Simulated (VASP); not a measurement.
# As: As into a neighbouring As vacancy, part 2 of 5

Wanted: the minimum-energy path in As for this move: As into a neighbouring As vacancy. The start is a cell from a database of measured crystal structures.

VASP 6.6.1; LDA; plane waves and PAW (As).

So far. Step 2 (Relax the host): The run ended after 7 ionic steps, 0.021 eV below its first step, once forces and stress met EDIFFG = -0.02.

The database entry behind the starting cell differs from later determinations by our own check (old inner coordinate), so it need not match the best structure at ambient conditions.

**3. Relax the start**

System of this step: As. The cell holds 31 atoms: 31 As. Its edges and angles: a = 10.738 Å, b = 15.982 Å, c = 7.991 Å, α = 56.2°, β = 51.7°, γ = 38.2°. It derives from As. Nearest the centre at fractional (0.250, -0.062, 0.000): As23 at 1.28 Å, As15 at 2.93 Å, As30 at 2.94 Å, As25 at 2.96 Å, As12 at 2.99 Å, As22 at 3.29 Å, As1 at 3.31 Å, As6 at 3.32 Å.

A path needs two true minima; the start is relaxed with symmetry off.

File INCAR:

```
SYSTEM = As
PREC = Normal
ENCUT = 280
EDIFF = 1E-05
NELM = 120
ISMEAR = 1
SIGMA = 0.15
LREAL = Auto
ALGO = Fast
GGA = CA
NBANDS = 100
LORBIT = 11
LWAVE = .FALSE.
LCHARG = .FALSE.
KPAR = 5
IBRION = 2
NSW = 60
ISIF = 2
EDIFFG = -0.05
POTIM = 0.4
MAXMIX = 40
ISYM = 0
```

File POSCAR:

```
As
1.0
    1.8833541920      3.2620651491     10.0558598358
   -7.5334167680      4.3494201988     13.4078131144
    0.0000000000     -4.3494201988      6.7039065572
As
31
Direct
    0.1172895375      0.0284049144      0.6125940092
    0.1131560406      0.2817486813      0.1124526011
    0.1146118578      0.2800784882      0.6133652181
    0.1161522281      0.5282571829      0.1152406596
    0.1120998021      0.5299801167      0.6148040794
    0.1161440055      0.7774461618      0.1143715113
    0.1123221531      0.7801563785      0.6155806440
    0.6170370681      0.1549909481      0.1118182373
    0.6045171898      0.1583269942      0.6204011627
    0.6142068467      0.4046725588      0.1143452962
    0.6183266507      0.3989591442      0.6178175529
    0.6218579685      0.6500412647      0.1134609977
    0.6110599217      0.6541295840      0.6200028925
    0.6125128465      0.9028387969      0.1178671820
    0.6130470366      0.9034530234      0.6175825656
    0.3850204450      0.0960016193      0.3846033163
    0.3884772127      0.0955429984      0.8828030424
    0.3836664192      0.3480888734      0.3824743208
    0.3868164979      0.3443700956      0.8894108843
    0.3829364192      0.5957873700      0.3887318241
    0.3848009141      0.5960565958      0.8834029012
    0.3821177514      0.8484693338      0.3841398950
    0.3853656572      0.8457161851      0.8812479188
    0.8874724757      0.2211927597      0.3811658050
    0.8844683620      0.2232696717      0.8831618899
    0.8855915874      0.4690194726      0.3848005735
    0.8850114903      0.4715449333      0.8873536090
    0.8820417075      0.7199963631      0.3890268007
    0.8879674409      0.7196455436      0.8824953513
    0.8863618671      0.9715932512      0.3843157643
    0.8878409999      0.9696339690      0.8843353176
```

File KPOINTS:

```
Automatic mesh
0
Gamma
3 2 3
0 0 0
```

Potentials, in the order of the species: As (LDA family, release 64).

Started as:

```bash
> mpirun -np 5 vasp_std
```

What it wrote:

```text
[banner, memory and clock lines left out]
running    5 mpi-ranks, on    1 nodes
 distrk:  each k-point on    1 cores,    5 groups
 distr:  one band on    1 cores,    1 groups

 POSCAR found type information on POSCAR As
 POSCAR found :  1 types and      31 ions
 [... a notice as in an earlier step ...]

 LDA part: xc-table for (Slater(with rela. corr.)+CA(PZ))
 , standard interpolation
 POSCAR, INCAR and KPOINTS ok, starting setup
 FFT: planning ... GRIDC
 FFT: planning ... GRID_SOFT
 FFT: planning ... GRID
 WAVECAR not read
 entering main loop
       N       E                     dE             d eps       ncg     rms          rms(c)
DAV:   1     0.461477325894E+03    0.46148E+03   -0.42419E+04  2000   0.796E+02
DAV:   2    -0.115311216053E+03   -0.57679E+03   -0.55219E+03  2384   0.167E+02
DAV:   3    -0.164349509671E+03   -0.49038E+02   -0.47729E+02  2408   0.482E+01
DAV:   4    -0.165897570176E+03   -0.15481E+01   -0.15271E+01  2552   0.796E+00
DAV:   5    -0.165938963304E+03   -0.41393E-01   -0.41248E-01  2544   0.123E+00    0.139E+01
RMM:   6    -0.165479242661E+03    0.45972E+00   -0.25333E-01  2008   0.969E-01    0.834E+00
RMM:   7    -0.165266840168E+03    0.21240E+00   -0.23979E-01  2001   0.124E+00    0.543E-01
RMM:   8    -0.165266688010E+03    0.15216E-03   -0.53232E-02  2146   0.479E-01    0.238E-01
RMM:   9    -0.165266676529E+03    0.11481E-04   -0.75506E-03  2153   0.197E-01    0.139E-01
RMM:  10    -0.165266807412E+03   -0.13088E-03   -0.20566E-03  2040   0.104E-01    0.537E-02
RMM:  11    -0.165266788849E+03    0.18564E-04   -0.75444E-04  2172   0.537E-02    0.411E-02
RMM:  12    -0.165266797409E+03   -0.85607E-05   -0.14850E-04  2173   0.245E-02    0.602E-03
RMM:  13    -0.165266799411E+03   -0.20014E-05   -0.28188E-05  1374   0.104E-02
   1 F= -.16526680E+03 E0= -.16526293E+03  d E =-.165267E+03
 curvature:   0.00 expect dE= 0.000E+00 dE for cont linesearch  0.000E+00
 trial: gam= 0.00000 g(F)=  0.155E+00 g(S)=  0.000E+00 ort = 0.000E+00 (trialstep = 0.100E+01)
 search vector abs. value=  0.155E+00
 bond charge predicted
       N       E                     dE             d eps       ncg     rms          rms(c)
DAV:   1    -0.165369459064E+03   -0.10266E+00   -0.27773E+00  2240   0.400E+00    0.538E-01
RMM:   2    -0.165387482760E+03   -0.18024E-01   -0.21701E-01  2000   0.106E+00    0.184E-01
RMM:   3    -0.165391148608E+03   -0.36658E-02   -0.33621E-02  2152   0.419E-01    0.903E-02
RMM:   4    -0.165391444634E+03   -0.29603E-03   -0.50877E-03  2235   0.156E-01    0.481E-02
RMM:   5    -0.165391468795E+03   -0.24161E-04   -0.77055E-04  2182   0.628E-02    0.148E-02
RMM:   6    -0.165391482199E+03   -0.13405E-04   -0.21204E-04  2319   0.283E-02    0.732E-03
RMM:   7    -0.165391484142E+03   -0.19431E-05   -0.22762E-05  1327   0.974E-03
   2 F= -.16539148E+03 E0= -.16538749E+03  d E =-.124685E+00
[... from here on, the cycles between the ionic steps are left out ...]
   3 F= -.16546521E+03 E0= -.16546120E+03  d E =-.198411E+00
   4 F= -.16549625E+03 E0= -.16549227E+03  d E =-.310412E-01
   5 F= -.16553336E+03 E0= -.16552930E+03  d E =-.681503E-01
   6 F= -.16555650E+03 E0= -.16555243E+03  d E =-.231361E-01
   7 F= -.16556353E+03 E0= -.16555952E+03  d E =-.301659E-01
   8 F= -.16556945E+03 E0= -.16556535E+03  d E =-.592561E-02
   9 F= -.16557102E+03 E0= -.16556687E+03  d E =-.749609E-02
 curvature:  -3.43 expect dE=-0.374E-02 dE for cont linesearch -0.271E-04
 trial: gam= 0.22981 g(F)=  0.109E-02 g(S)=  0.000E+00 ort = 0.209E-03 (trialstep = 0.270E+01)
 search vector abs. value=  0.148E-02
 bond charge predicted
       N       E                     dE             d eps       ncg     rms          rms(c)
DAV:   1    -0.165572179981E+03   -0.11626E-02   -0.16817E-01  2072   0.984E-01    0.116E-01
RMM:   2    -0.165573231059E+03   -0.10511E-02   -0.10055E-02  2000   0.234E-01    0.718E-02
RMM:   3    -0.165573321867E+03   -0.90808E-04   -0.16775E-03  2104   0.962E-02    0.450E-02
RMM:   4    -0.165573298857E+03    0.23010E-04   -0.33810E-04  2120   0.402E-02    0.279E-02
RMM:   5    -0.165573293913E+03    0.49447E-05   -0.94008E-05  2020   0.201E-02
  10 F= -.16557329E+03 E0= -.16556902E+03  d E =-.227110E-02
 trial-energy change:   -0.002271  1 .order   -0.002198   -0.003069   -0.001327
 step:   4.1736(harm=  4.7494)  dis= 0.00800  next Energy=  -165.573670 (dE=-0.265E-02)
 reached required accuracy - stopping structural energy minimisation
```

Elapsed: 2.9 min, on 5 MPI ranks of Intel Xeon 6975P-C (Granite Rapids), shared host; peak memory 2.1 GiB.

From OUTCAR (step 3):

```text
 Found     10 irreducible k-points:

   k-points           NKPTS =     10   k-points in BZ     NKDIM =     10   number of bands    NBANDS=    100

   dimension x,y,z NGX =    48 NGY =   70 NGZ =   36
   dimension x,y,z NGXF=    96 NGYF=  140 NGZF=   72

   ENCUT  =  280.0 eV  20.58 Ry    4.54 a.u.  14.65 21.81 10.90*2*pi/ulx,y,z

   NELECT =     155.0000    total number of electrons

 E-fermi :   5.3290

 k-point     1 :       0.0000    0.0000    0.0000
  band No.  band energies     occupation
    ...
     75       4.6358      2.00000
     76       4.7740      2.00000
     77       5.0356      2.01838
     78       5.2677      1.63209
     79       5.3409      0.86669
     80       5.5455     -0.06019
     81       5.5885     -0.03455
     82       5.9222     -0.00000
     83       6.0323     -0.00000
     84       6.1845     -0.00000
    ...

 k-point     2 :       0.3333   -0.0000    0.0000
  band No.  band energies     occupation
    ...
     75       4.6234      2.00000
     76       4.7755      2.00000
     77       5.0018      2.00852
     78       5.3098      1.21545
     79       5.3603      0.65597
     80       6.0252     -0.00000
     81       6.1480     -0.00000
     82       6.3511     -0.00000
     83       6.4752     -0.00000
     84       6.5591     -0.00000
    ...

  Total       -9.0372551     -9.4418927     -3.7437005     -0.5870705      0.5667534      0.7445408
  in kB      -21.9722512    -22.9560455     -9.1020479     -1.4273427      1.3779458      1.8101999
  external PRESSURE =     -18.0101149 kB  Pullay stress =       0.0000000 kB

  energy-cutoff  :      280.00
  volume of cell :      658.98
      direct lattice vectors                 reciprocal lattice vectors
     1.883354192  3.262065149 10.055859836     0.132741893  0.076638567  0.049722252
    -7.533416768  4.349420199 13.407813114    -0.099556419  0.019159642  0.012430563
     0.000000000 -4.349420199  6.703906557     0.000000000 -0.153277135  0.049722252

 POSITION                                       TOTAL-FORCE (eV/Angst)
 -----------------------------------------------------------------------------------
     -0.00378     -2.17558      5.65174        -0.020575     -0.009171     -0.015159
     -1.89829      1.05999      5.68791        -0.010316      0.009915      0.000914
     -1.93140     -1.11319      8.96447        -0.011463      0.015081      0.012139
     -3.76482      2.17102      8.98954        -0.008630      0.004071      0.000969
     -3.74652      0.01638     12.36664         0.008739     -0.001998     -0.005271
     -5.63350      3.25203     12.40733         0.000774      0.002058      0.016973
     -5.68161      1.10276     15.66036         0.020565     -0.005254      0.003377
      0.00979      2.15741      9.02284         0.017238     -0.003652     -0.009464
      0.05708     -0.01078     12.31599        -0.004933     -0.010674     -0.010768
     -1.85018      3.30490     12.32781         0.004562     -0.002542      0.003850
     -1.75716      1.03535     15.83205        -0.007020     -0.011860     -0.001961
     -3.79493      4.37699     15.65338         0.007336      0.005147      0.023806
     -3.93520      2.12434     19.20406         0.000737      0.000679      0.018728
     -5.67338      5.42271     19.06583        -0.005060      0.001215     -0.008679
     -5.63096      3.30330     22.47409         0.000882      0.019782      0.009272
      0.01271     -0.00629      7.74415        -0.004184      0.011786     -0.018524
     -0.01429     -2.20425     11.07063        -0.003022     -0.008630     -0.004903
     -1.85152      1.10435     11.08185        -0.006138      0.008439     -0.015838
     -1.85376     -1.08162     14.44230        -0.010506     -0.015362      0.002180
     -3.74781      2.14904     14.46149         0.009724      0.003684     -0.012879
     -3.80853      0.01776     17.81851         0.012054     -0.001861      0.013986
     -5.67382      3.25096     17.77425        -0.005159     -0.011898     -0.005742
     -5.67446      1.10809     21.12945         0.008986     -0.001853      0.014015
     -0.00329      2.16478     14.42807        -0.009313     -0.005844      0.001773
      0.06097     -0.02807     17.79202        -0.018962      0.015531      0.004844
     -1.94143      3.26928     17.81332         0.001324      0.000576     -0.002604
     -1.84605      1.09621     21.13600         0.001917      0.000425     -0.004936
     -3.74794      4.37157     21.15128         0.010536     -0.005586      0.005102
     -3.78011      2.14786     24.46921         0.005747      0.002652     -0.010381
     -5.64721      5.52426     24.51063         0.005650      0.001978      0.013779
     -5.64460      3.25737     27.85047         0.008511     -0.006835     -0.018594
 -----------------------------------------------------------------------------------
    total drift:                               -0.028085     -0.036559     -0.029973

  FREE ENERGIE OF THE ION-ELECTRON SYSTEM (eV)
  ---------------------------------------------------
  free  energy   TOTEN  =      -165.5732939128 eV

  energy  without entropy=     -165.5604682168  energy(sigma->0) =     -165.56901868

 total charge
# of ion       s       p       d       tot
------------------------------------------
    1        1.305   1.367   0.054   2.726
    2        1.305   1.359   0.052   2.717
    3        1.302   1.367   0.051   2.720
    4        1.302   1.368   0.052   2.722
    5        1.305   1.359   0.051   2.716
    6        1.307   1.356   0.056   2.718
    7        1.301   1.367   0.052   2.720
    8        1.303   1.364   0.054   2.722
    9        1.301   1.365   0.052   2.718
   10        1.304   1.365   0.051   2.720
   11        1.314   1.327   0.053   2.695
   12        1.302   1.364   0.052   2.718
   13        1.310   1.333   0.056   2.698
   14        1.303   1.363   0.052   2.719
   15        1.313   1.336   0.053   2.702
   16        1.304   1.364   0.051   2.719
   17        1.308   1.356   0.046   2.710
   18        1.306   1.358   0.051   2.714
   19        1.309   1.358   0.051   2.718
   20        1.308   1.352   0.047   2.707
   21        1.304   1.370   0.050   2.724
   22        1.310   1.360   0.048   2.718
   23        1.312   1.338   0.039   2.690
   24        1.310   1.358   0.048   2.716
   25        1.313   1.342   0.041   2.696
   26        1.307   1.357   0.047   2.711
   27        1.304   1.364   0.052   2.719
   28        1.304   1.369   0.052   2.724
   29        1.305   1.357   0.052   2.714
   30        1.312   1.342   0.040   2.694
   31        1.308   1.357   0.051   2.715
--------------------------------------------------
tot         40.502  42.063   1.556  84.121

[... 1 part as in an earlier step ...]

[... 7 further parts left out ...]
```

This run has no spin polarisation. Its electron count is odd, so without a moment it is a metal by construction.

Relaxation path:

| step | energy less that of the first step (eV) | largest force (eV/Å) |
| --- | --- | --- |
| 1 | 0.0000 | 0.7003 |
| 2 | -0.1247 | 0.5020 |
| 3 | -0.1984 | 0.2830 |
| 4 | -0.2295 | 0.2410 |
| 5 | -0.2666 | 0.2477 |
| 6 | -0.2897 | 0.1099 |
| 7 | -0.2967 | 0.0885 |
| 8 | -0.3027 | 0.0604 |
| 9 | -0.3042 | 0.0585 |
| 10 | -0.3065 | 0.0272 |

The atoms that moved most (Å):

| atom | dx | dy | dz | length |
| --- | --- | --- | --- | --- |
| As13 | -0.158 | -0.017 | 0.132 | 0.207 |
| As11 | 0.084 | -0.030 | 0.123 | 0.152 |
| As9 | 0.111 | 0.027 | -0.045 | 0.123 |
| As12 | -0.069 | 0.015 | -0.076 | 0.104 |
| As25 | 0.077 | -0.043 | -0.016 | 0.090 |
| As26 | -0.076 | 0.014 | 0.040 | 0.087 |
| As15 | 0.021 | 0.060 | 0.056 | 0.085 |
| As30 | 0.003 | 0.079 | -0.006 | 0.079 |

The relaxed structure:

```cif
data_structure
_symmetry_space_group_name_H-M 'P 1'
_symmetry_Int_Tables_number 1
_cell_length_a 10.7382
_cell_length_b 15.9825
_cell_length_c 7.9912
_cell_angle_alpha 56.245
_cell_angle_beta 51.665
_cell_angle_gamma 38.224
_cell_volume 658.98
loop_
_atom_site_label
_atom_site_type_symbol
_atom_site_fract_x
_atom_site_fract_y
_atom_site_fract_z
_atom_site_occupancy
As1 As 0.11378 0.02895 0.61448 1
As2 As 0.11207 0.28000 0.12034 1
As3 As 0.10404 0.28239 0.61636 1
As4 As 0.11362 0.52815 0.11421 1
As5 As 0.11883 0.52703 0.61239 1
As6 As 0.11835 0.77739 0.11846 1
As7 As 0.10899 0.78144 0.60964 1
As8 As 0.61528 0.15252 0.11795 1
As9 As 0.61913 0.14721 0.61403 1
As10 As 0.62065 0.40076 0.10640 1
As11 As 0.63330 0.39157 0.62851 1
As12 As 0.61002 0.65625 0.10743 1
As13 As 0.59531 0.67119 0.62926 1
As14 As 0.61049 0.90572 0.11682 1
As15 As 0.62316 0.90325 0.61114 1
As16 As 0.38626 0.09488 0.38602 1
As17 As 0.37963 0.09680 0.88832 1
As18 As 0.38988 0.34324 0.38174 1
As19 As 0.38914 0.34336 0.88389 1
As20 As 0.38627 0.59406 0.38966 1
As21 As 0.38179 0.60100 0.88325 1
As22 As 0.37977 0.84810 0.38548 1
As23 As 0.38229 0.84881 0.88076 1
As24 As 0.88287 0.22115 0.38558 1
As25 As 0.89060 0.21456 0.88896 1
As26 As 0.87856 0.47735 0.38461 1
As27 As 0.88989 0.46752 0.88290 1
As28 As 0.88921 0.71981 0.38163 1
As29 As 0.87949 0.72165 0.88745 1
As30 As 0.89247 0.97274 0.37198 1
As31 As 0.88515 0.97056 0.88551 1
```

Numbers from this step:

```yaml
electronic_cycles: 75
electrons: 155
free_energy_toten: -165.5733 eV
energy_at_zero_smearing: -165.5690 eV
fermi_energy: 5.329 eV
```

The run ended after 10 ionic steps, 0.306 eV below its first step, once the forces on the free atoms met EDIFFG = -0.05.

(Part 2 of 5 ends here.)

[Lines on the potential files, build, host, timing and source positions are cut from VASP's logs without a mark.]

[Logs are printed without paths, hosts, clocks, repeated set-up lines and the standing remarks that a program may print on its own settings, such as how far it seeks lower states.]

[Hosts, paths, dates, database ids (printed as entryN), source tags and the programs' standing remarks are cut or masked in the printed files.]

[Runs that stopped without an error message from VASP are left out.]
